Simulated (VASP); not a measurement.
Calculation: PBE GGA, VASP's PBE PAW potentials (set 64) (plane waves; VASP 6.6.1).

VASP ran on this input.

INCAR:
```
ALGO=Normal
EDIFF=1E-6
ENCUT=300
GGA=PE
ISIF=2
ISMEAR=0
LASPH=T
LCHARG=F
LMAXMIX=4
LREAL=F
LWAVE=F
NELM=100
PREC=Accurate
SIGMA=0.1
SYSTEM=CoSi
```

**KPOINTS**
```
Automatic
0
gamma
9 9 9
```

File POSCAR:
```
CoSi
1
    4.4409770000     0.0000000000     0.0000000000
    0.0000000000     4.4409770000     0.0000000000
    0.0000000000     0.0000000000     4.4409770000
Co Si
4 4
Direct
  0.8541000000   0.6459000000   0.3541000000
  0.6459000000   0.3541000000   0.8541000000
  0.3541000000   0.8541000000   0.6459000000
  0.1459000000   0.1459000000   0.1459000000
  0.1565400000   0.3434600000   0.6565400000
  0.3434600000   0.6565400000   0.1565400000
  0.6565400000   0.1565400000   0.3434600000
  0.8434600000   0.8434600000   0.8434600000
```

POTCAR, in this order: Co Si (PBE.64 set). Program: vasp_std.

At this cut-off the stress carries a Pulay error, which pulls relaxed volumes low.

What does the run give for the energy per atom (σ→0), pressure, largest force, band gap (on the k-mesh)?

```yaml
energy per atom (σ→0): -6.841 eV/atom
band gap (on the k-mesh): none (metal, semimetal or under 0.01 eV)
pressure: -1.94 GPa
largest_force: 0.063 eV/Å
```

### OSZICAR
```
...
DAV:   9    -0.547418388121E+02    0.90631E-01   -0.31789E-01  4335   0.613E+00    0.111E+00
DAV:  10    -0.547353626408E+02    0.64762E-02   -0.23062E-02  4416   0.105E+00    0.205E-01
DAV:  11    -0.547350481969E+02    0.31444E-03   -0.14350E-03  4112   0.328E-01    0.972E-02
DAV:  12    -0.547349961141E+02    0.52083E-04   -0.13918E-04  3913   0.102E-01    0.242E-02
DAV:  13    -0.547349922912E+02    0.38229E-05   -0.43195E-05  4478   0.452E-02    0.278E-02
DAV:  14    -0.547349916853E+02    0.60594E-06   -0.13722E-05  3407   0.218E-02    0.757E-03
DAV:  15    -0.547349913487E+02    0.33663E-06   -0.12489E-06  2151   0.101E-02
   1 F= -.54734991E+02 E0= -.54731645E+02  d E =-.669289E-02
```

The structure comes from a computed database's CoSi entry; how it stands against other phases isn't given here. The cell was not relaxed at this level. The run is not spin-polarised, so no magnetic state was tried.
